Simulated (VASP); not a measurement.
Here is the system:

```xyz
3
Lattice="-1.5938 1.5938 3.8913 1.5938 -1.5938 3.8913 1.5938 1.5938 -3.8913" Properties=species:S:1:pos:R:3 pbc="T T T"
Si     0.0000     0.0000     5.1781
Si     0.0000     0.0000     2.6045
W      0.0000     0.0000     0.0000
```

Method: LDA (Ceperley-Alder, Perdew-Zunger), VASP's LDA PAW potentials (set 64) (plane waves; VASP). Numerical set-up: 400 eV cut-off, 15×15×15 Γ-centred mesh, tetrahedra with Blöchl corrections, potentials Si W_sv.

The cores are frozen, which limits the accuracy of field gradients.

### Question
Give the principal components of the electric field gradient (V/Å²) and the asymmetry η at each nucleus.

### Answer

| atom | Vxx | Vyy | Vzz | η |
|---|---|---|---|---|
| Si1 | 5.0 | 5.0 | -10.0 | 0.00 |
| Si2 | 5.0 | 5.0 | -10.0 | 0.00 |
| W3 | 72.1 | 72.1 | -144.3 | 0.00 |

The compound is WSi2 in the MoSi2 type structure. It was relaxed first.
